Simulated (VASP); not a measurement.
```
TaSi
1.0
    0.00000     2.57615     2.57615
    2.57615     0.00000     2.57615
    2.57615     2.57615     0.00000
Ta Si
1 1
Direct
  0.00000   0.00000   0.00000
  0.50000   0.50000   0.50000
```

The numbers are results of PBE GGA, VASP's PBE PAW potentials (set 64) (plane waves; VASP 6.6.1), not measurements. Settings: 400 eV cut-off, Gaussian smearing of 0.050 eV, potentials Ta_pv Si.

Problem. Give the energies of bands 5 to 10 at the high-symmetry points, in eV from the Fermi level.

Solution. 
| band | Γ | X | U | L | W |
|---|---|---|---|---|---|
| 5 | -1.25 | -3.96 | -4.50 | -6.72 | -3.87 |
| 6 | -1.25 | -3.33 | -3.94 | -3.31 | -3.87 |
| 7 | -1.25 | -0.29 | -2.20 | -3.31 | -3.65 |
| 8 | -0.60 | -0.29 | -0.55 | 1.66 | 1.19 |
| 9 | -0.60 | 0.61 | 1.86 | 1.66 | 1.67 |
| 10 | 2.29 | 1.62 | 2.84 | 2.36 | 1.67 |

It has no gap at this level: it comes out as a metal or semimetal.

The structure was generated: TaSi was put into the rock salt type (Fm-3m), which need not be its known phase. It was relaxed first, which changed the volume by -39 %. The electron count is odd and the run is not spin-polarised, which forces a metal.
